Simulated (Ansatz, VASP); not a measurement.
# Li8H7F (random rock-salt alloy of LiF and LiH): VASP beside Ansatz, part 2 of 3

Aim: how closely do two programs agree when they are given the same cell, functional and k mesh? Of the first pair: The structure shown is the start of the Ansatz relaxation below; VASP solves that cell, so the two are compared at the walk's first step.

VASP 6.6.1 and Ansatz 0.2.0.

So far: The starting structure; Ansatz: relaxation, r2SCAN.

## (3) VASP: single point, r2SCAN, start cell, pair 1

Level of this step: r2SCAN; plane waves and PAW (Li_sv, H, F) (VASP).

The same cell, functional and mesh now go to VASP, with its own data sets.

Lines of VASP's logs that name or quote its potential files are left out, and so is its time.

INCAR reads:

```
SYSTEM = Li8H7F
PREC = Accurate
ENCUT = 720
EDIFF = 1E-06
NELM = 120
ISMEAR = 0
SIGMA = 0.01
LREAL = Auto
ALGO = Normal
METAGGA = R2SCAN
LASPH = .TRUE.
NBANDS = 120
LORBIT = 11
LWAVE = .FALSE.
LCHARG = .FALSE.
ISIF = 2
GGA_COMPAT = .FALSE.
EFERMI = MIDGAP
LMIXTAU = .TRUE.
NCORE = 2
```

POSCAR reads:

```
Li8H7F
1.0
    8.1520000000      0.0000000000      0.0000000000
    0.0000000000      8.1520000000      0.0000000000
    0.0000000000      0.0000000000      8.1520000000
Li H F
32 28 4
Direct
    0.9994111874      0.0018891070      0.9993253189
    0.0005642787      0.2455716389      0.2497423945
    0.2506992149      0.0013984298      0.2470559372
    0.2531280667      0.2482703631      0.9954489696
    0.0031157998      0.9995951914      0.5019259078
    0.9940750736      0.2486997056      0.7447129539
    0.2445166830      0.9974975466      0.7500122669
    0.2511530913      0.2492639843      0.5044038273
    0.0028704612      0.5043302257      0.9979146222
    0.9996933268      0.7539254171      0.2497546614
    0.2495583906      0.4999386654      0.2535206084
    0.2472276742      0.7486751717      0.0016192345
    0.9987242395      0.4984543670      0.4966265947
    0.0012512267      0.7477551521      0.7517541708
    0.2463567223      0.5034838077      0.7474239450
    0.2503557409      0.7490922473      0.4965407262
    0.5034470069      0.0057654563      0.9998527969
    0.5001349362      0.2477551521      0.2493253189
    0.7544651619      0.0013370952      0.2476815505
    0.7543915604      0.2483807655      0.0019136408
    0.4994847890      0.9999141315      0.5008218842
    0.5005029441      0.2501104024      0.7479636899
    0.7474607458      0.0030176644      0.7546000981
    0.7435230618      0.2452404318      0.4998527969
    0.5002576055      0.4992639843      0.0017419038
    0.5006256133      0.7521835132      0.2464916585
    0.7486874387      0.4999509323      0.2501962709
    0.7502208047      0.7511653582      0.9988101079
    0.4994847890      0.5046000981      0.4992639843
    0.5002944063      0.7498282630      0.7481844946
    0.7494847890      0.5009445535      0.7506501472
    0.7467369971      0.7537046124      0.5010549558
    0.2476079490      0.9998159961      0.9974852797
    0.9976570167      0.9988837095      0.2547718351
    0.9976692836      0.2523552502      0.0004170756
    0.2515701668      0.9995706575      0.5011162905
    0.2500981354      0.2493130520      0.7511162905
    0.0015088322      0.9987242395      0.7448478901
    0.2485647694      0.4997914622      0.9963812561
    0.2522448479      0.7527232581      0.2522080471
    0.9938420020      0.5007973503      0.2506992149
    0.9998282630      0.7486997056      0.9973258096
    0.2493989205      0.4964057900      0.5017787046
    0.2499509323      0.7476938175      0.7530299313
    0.0016683023      0.4991167812      0.7527109912
    0.9990554465      0.7483684985      0.5010549558
    0.7468351325      0.9979882237      0.9972644750
    0.7474852797      0.2491167812      0.2508096173
    0.5005397448      0.9990063788      0.2474852797
    0.7498405299      0.0013738960      0.4987610402
    0.7436457311      0.2514106968      0.7491535819
    0.5014842983      0.9948846909      0.7485525025
    0.4950564279      0.2516069676      0.4999754661
    0.7537414132      0.4978410206      0.9974730128
    0.7469946026      0.7478287537      0.2526496565
    0.4995706575      0.4963444553      0.2498037291
    0.5021957802      0.7497914622      0.9987242395
    0.7494479882      0.5013493621      0.4947252208
    0.5014842983      0.4984298332      0.7486506379
    0.5002453386      0.7491413150      0.5008218842
    0.2467983317      0.2498650638      0.2485157017
    0.0010549558      0.2509322866      0.5017419038
    0.4972767419      0.2508709519      0.9978532875
    0.7504048086      0.7491658489      0.7490554465
```

KPOINTS reads:

```
Automatic mesh
0
Gamma
1 1 1
0 0 0
```

PAW data sets: Li_sv, H and F (PBE family, release 64).

Started as:

```bash
$ mpirun -np 8 vasp_gam
```

Numbers of over 12 decimals in the logs are rounded to 6 here.

What it wrote:

```text
[banner, memory and clock lines left out]
running    8 mpi-ranks, on    1 nodes
[...]
|                                                                             |
|               ----> ADVICE to this user running VASP <----                  |
|                                                                             |
|     You enforced a specific xc type in the INCAR file but a different       |
|     [... a line on the potential file left out ...]
|     I HOPE YOU KNOW WHAT YOU ARE DOING!                                     |
|                                                                             |

 LDA part: xc-table for (None), standard interpolation
 POSCAR, INCAR and KPOINTS ok, starting setup
[...]
entering main loop
       N       E                     dE             d eps       ncg     rms          rms(c)
DAV:   1     0.172851814840E+04    0.17285E+04   -0.86626E+04   240   0.184E+03
DAV:   2     0.306414364463E+02   -0.16979E+04   -0.15283E+04   280   0.493E+02
DAV:   3    -0.213332625958E+03   -0.24397E+03   -0.24050E+03   344   0.147E+02
DAV:   4    -0.259064924606E+03   -0.45732E+02   -0.45181E+02   424   0.567E+01
[...]
DAV:  45    -0.236134456733E+03    0.35249E-05   -0.42177E-08   144   0.978E-04    0.841E-04
DAV:  46    -0.236134454749E+03    0.19848E-05   -0.13897E-08   144   0.494E-04    0.449E-04
DAV:  47    -0.236134454529E+03    0.21969E-06   -0.82573E-09   144   0.285E-04
   1 F= -.23613445E+03 E0= -.23613445E+03  d E =0.000000E+00
```

From OUTCAR (step 3):

```text
  Total       -3.9159922     -4.8745723     -3.9087654      0.0199760     -0.0162096      0.1536383
  in kB      -11.5813688    -14.4163257    -11.5599957      0.0590780     -0.0479393      0.4543784
  external PRESSURE =     -12.5192301 kB  Pullay stress =       0.0000000 kB

 POSITION                                       TOTAL-FORCE (eV/Angst)
 -----------------------------------------------------------------------------------
      8.14720      0.01540      8.14650         0.072043     -0.058762     -0.029736
      0.00460      2.00190      2.03590         0.110115      0.117987      0.126939
      2.04370      0.01140      2.01400         0.026695      0.079631      0.090644
      2.06350      2.02390      8.11490        -0.038946      0.110368      0.094222
      0.02540      8.14870      4.09170        -0.103605      0.061161     -0.035086
      8.10370      2.02740      6.07090         0.112132      0.103409      0.000214
      1.99330      8.13160      6.11410         0.073891      0.059666     -0.000882
      2.04740      2.03200      4.11190        -0.127875      0.030641     -0.121034
      0.02340      4.11130      8.13500        -0.076972     -0.135448      0.050772
      8.14950      6.14600      2.03600        -0.056852     -0.118874      0.062549
      2.03440      4.07550      2.06670        -0.026753     -0.169559     -0.107696
      2.01540      6.10320      0.01320         0.139963      0.024839     -0.083712
      8.14160      4.06340      4.04850        -0.053871     -0.048128      0.056450
      0.01020      6.09570      6.12830        -0.147896      0.035331     -0.107820
[...]
-----------------------------------------------------------------------------------
    total drift:                                0.025302      0.026202      0.072052

  FREE ENERGIE OF THE ION-ELECTRON SYSTEM (eV)
  ---------------------------------------------------
  free  energy   TOTEN  =      -236.1344545289 eV

  energy  without entropy=     -236.1344545289  energy(sigma->0) =     -236.13445453

[... 3 further parts left out ...]
[key lines of the parts left out:]
E-fermi :   2.0164
```

The run ends at a pressure of -1.25 GPa, with forces up to 0.24 eV/Å.

## (4) Comparison

Known differences besides the potentials themselves: VASP keeps PBE cores, Ansatz makes them for the functional; fixed occupations in Ansatz, narrow Gaussian smearing in VASP; the cutoff is 500 eV in Ansatz and 720 eV in VASP (PREC = Accurate, projectors in real space). Total energies have different zeros and are not compared.

Forces on 10 of the 64 atoms, those with the largest forces and the largest differences (eV/Å; atoms numbered as in POSCAR):

```tsv
atom	Ansatz x, y, z	VASP x, y, z
Li2	0.092, 0.166, 0.103	0.110, 0.118, 0.127
Li11	-0.016, -0.145, -0.082	-0.027, -0.170, -0.108
Li14	-0.118, 0.010, -0.091	-0.148, 0.035, -0.108
Li18	-0.129, 0.073, -0.047	-0.145, 0.115, -0.043
Li20	-0.143, 0.158, -0.034	-0.158, 0.171, -0.048
Li21	-0.018, -0.022, 0.004	0.016, -0.014, -0.054
Li23	0.005, -0.169, -0.145	0.012, -0.173, -0.151
Li24	0.155, 0.126, -0.032	0.150, 0.078, -0.026
Li25	-0.002, -0.060, -0.088	-0.013, -0.066, -0.145
Li27	0.049, -0.001, 0.016	0.111, 0.004, 0.017
```

The forces differ by 17 meV/Å r.m.s., which is 21.6 % of the r.m.s. force of 0.077 eV/Å (both taken over all components).

## (5) Ansatz: relaxation, r2SCAN

This run makes the geometry at which the two programs are then compared. The cell compared in this pair holds 529.07 Å³, against 541.74 Å³ for the pair before.

The structure compared here is the end of the Ansatz relaxation.

input.yaml reads:

```yaml
crystal:
  lattice:
    - [8.152, 0.0, 0.0]
    - [0.0, 8.152, 0.0]
    - [0.0, 0.0, 8.152]
  atoms:
    - { symbol: Li, position: [0.99941, 0.00189, 0.99933] }
    - { symbol: H, position: [0.24761, 0.99982, 0.99748] }
    - { symbol: Li, position: [0.00057, 0.24557, 0.24974] }
    - { symbol: F, position: [0.2468, 0.24986, 0.24851] }
    - { symbol: Li, position: [0.2507, 0.0014, 0.24705] }
    - { symbol: H, position: [0.99766, 0.99888, 0.25477] }
    - { symbol: Li, position: [0.25313, 0.24827, 0.99545] }
    - { symbol: H, position: [0.99767, 0.25236, 0.00042] }
    - { symbol: Li, position: [0.00312, 0.99959, 0.50193] }
    - { symbol: H, position: [0.25157, 0.99957, 0.50112] }
    - { symbol: Li, position: [0.99407, 0.2487, 0.74471] }
    - { symbol: H, position: [0.2501, 0.24931, 0.75112] }
    - { symbol: Li, position: [0.24452, 0.9975, 0.75001] }
    - { symbol: H, position: [0.00151, 0.99873, 0.74485] }
    - { symbol: Li, position: [0.25115, 0.24926, 0.5044] }
    - { symbol: F, position: [0.00105, 0.25093, 0.50174] }
    - { symbol: Li, position: [0.00287, 0.50433, 0.99792] }
    - { symbol: H, position: [0.24856, 0.49979, 0.99638] }
    - { symbol: Li, position: [0.99969, 0.75392, 0.24975] }
    - { symbol: H, position: [0.25224, 0.75272, 0.25221] }
    - { symbol: Li, position: [0.24956, 0.49994, 0.25352] }
    - { symbol: H, position: [0.99384, 0.5008, 0.2507] }
    - { symbol: Li, position: [0.24723, 0.74868, 0.00162] }
    - { symbol: H, position: [0.99983, 0.7487, 0.99732] }
    - { symbol: Li, position: [0.99873, 0.49845, 0.49663] }
    - { symbol: H, position: [0.2494, 0.49641, 0.50178] }
    - { symbol: Li, position: [0.00125, 0.74775, 0.75175] }
    - { symbol: H, position: [0.24995, 0.7477, 0.75303] }
    - { symbol: Li, position: [0.24636, 0.50349, 0.74743] }
    - { symbol: H, position: [0.00167, 0.49912, 0.75271] }
    - { symbol: Li, position: [0.25035, 0.74909, 0.49654] }
    - { symbol: H, position: [0.99905, 0.74837, 0.50105] }
    - { symbol: Li, position: [0.50345, 0.00577, 0.99985] }
    - { symbol: H, position: [0.74683, 0.99799, 0.99726] }
    - { symbol: Li, position: [0.50014, 0.24776, 0.24933] }
    - { symbol: H, position: [0.74749, 0.24912, 0.25081] }
    - { symbol: Li, position: [0.75447, 0.00134, 0.24768] }
    - { symbol: H, position: [0.50054, 0.99901, 0.24748] }
    - { symbol: Li, position: [0.75439, 0.24838, 0.00191] }
    - { symbol: F, position: [0.49728, 0.25087, 0.99785] }
    - { symbol: Li, position: [0.49949, 0.99992, 0.50082] }
    - { symbol: H, position: [0.74984, 0.00138, 0.49876] }
    - { symbol: Li, position: [0.5005, 0.25011, 0.74796] }
    - { symbol: H, position: [0.74365, 0.25141, 0.74915] }
    - { symbol: Li, position: [0.74746, 0.00302, 0.7546] }
    - { symbol: H, position: [0.50149, 0.99488, 0.74855] }
    - { symbol: Li, position: [0.74352, 0.24524, 0.49985] }
    - { symbol: H, position: [0.49506, 0.25161, 0.49997] }
    - { symbol: Li, position: [0.50026, 0.49927, 0.00174] }
    - { symbol: H, position: [0.75374, 0.49784, 0.99747] }
    - { symbol: Li, position: [0.50063, 0.75218, 0.24649] }
    - { symbol: H, position: [0.747, 0.74783, 0.25265] }
    - { symbol: Li, position: [0.74869, 0.49995, 0.2502] }
    - { symbol: H, position: [0.49957, 0.49635, 0.2498] }
    - { symbol: Li, position: [0.75022, 0.75116, 0.99881] }
    - { symbol: H, position: [0.50219, 0.74979, 0.99873] }
    - { symbol: Li, position: [0.49948, 0.5046, 0.49926] }
    - { symbol: H, position: [0.74945, 0.50135, 0.49472] }
    - { symbol: Li, position: [0.50029, 0.74983, 0.74819] }
    - { symbol: F, position: [0.7504, 0.74917, 0.74905] }
    - { symbol: Li, position: [0.74949, 0.50095, 0.75065] }
    - { symbol: H, position: [0.50148, 0.49843, 0.74865] }
    - { symbol: Li, position: [0.74674, 0.75371, 0.50105] }
    - { symbol: H, position: [0.50025, 0.74914, 0.50082] }
kpoints:
  mp_grid: { grid: [1, 1, 1] }
hamiltonian:
  xc: r2scan
scf:
  occupations: { method: fixed }
output:
  forces: true
relax:
  f_tol: 0.05
  max_steps: 200
  cell: {}
```

Started as:

```bash
$ ansatz run input.yaml --threads 4 --pin off --max-ram 8192MiB --backend cpu --events-out ev --progress --plain --runs-dir out
```

What it wrote:

```text
[...]
Crystal: 64 atoms, lattice volume = 541.742 Å³
Basis set: ecut = 500 eV, 13613 PW (Γ), exchange–correlation on 240×240×240 points (64 copies of the dense FFT grid, shifted against one another)
Bands: 140, of which v1, the nominal top of the filled ones, is band 76 counted from 1 (75 counted from 0)
Symmetry: 1 space group operations
[...]
k-points: 1
[...]
- { symbol: F, position: [0.499345, 0.249836, 0.999651] }
[...]
- { symbol: H, position: [0.499214, 0.749869, 0.999858] }
    - { symbol: Li, position: [0.499779, 0.498801, 0.499818] }
    - { symbol: H, position: [0.749713, 0.499716, 0.499808] }
    - { symbol: Li, position: [0.500524, 0.749835, 0.749303] }
    - { symbol: F, position: [0.749433, 0.749835, 0.749572] }
    - { symbol: Li, position: [0.749493, 0.500790, 0.749610] }
    - { symbol: H, position: [0.499683, 0.499715, 0.749834] }
    - { symbol: Li, position: [0.749226, 0.749909, 0.500622] }
    - { symbol: H, position: [0.499563, 0.749813, 0.499700] }
[key lines of the parts left out:]
P = ⅓ Tr σ = 0.0041 GPa (0.041 kbar)
```

[end of part 2 of 3]

[Lines on the potential files, build, host, timing and source positions are cut from VASP's logs without a mark.]

[Logs are printed without paths, hosts, clocks, repeated set-up lines and the standing remarks that a program may print on its own settings, such as how far it seeks lower states.]

[Hosts, paths, dates, database ids (printed as entryN), source tags and the programs' standing remarks are cut or masked in the printed files.]
